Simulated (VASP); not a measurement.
Consider the following.

Space group F-43m (No. 216); a = b = c = 5.370 Å, α = β = γ = 90.00°

```tsv
atom	site	symmetry	x	y	z
Zn	4a	-43m	0.0000	0.0000	0.0000
S	4d	-43m	0.7500	0.7500	0.7500
```
(The calculation used a cell of 2 atoms; values per cell refer to that cell.)

Level of theory: r2SCAN+rVV10, VASP's PBE PAW potentials (set 64) (plane waves; VASP). Numerical set-up: 520 eV cut-off, 9×9×9 Γ-centred mesh, Gaussian smearing of 0.050 eV, potentials Zn S.

Give the energy at these volumes per atom, relative to the lowest: 18.18, 18.76, 19.34, 19.92, 20.50 Å³.

20.3, 4.9, 0.0, 3.7, 15.2 meV/atom. A third-order Birch-Murnaghan fit gives B0 = 80.9 GPa and B0′ = 4.2.

Measured: bulk modulus 77.1 GPa (computed value off by +4.9 %), as given by Cormac Toher et al., Physical Review Materials (2017), arXiv:1611.05714; a 5.410 Å (computed value off by -0.7 %), as given by Martin Albrecht et al., Physical review. B, Condensed matter (1997), arXiv:cond-mat/9706128. The calculation is for a static lattice, while the measured bulk modulus, a hold thermal and zero-point effects, which are part of the difference.

The compound is ZnS in the zinc blende structure. It was relaxed first.
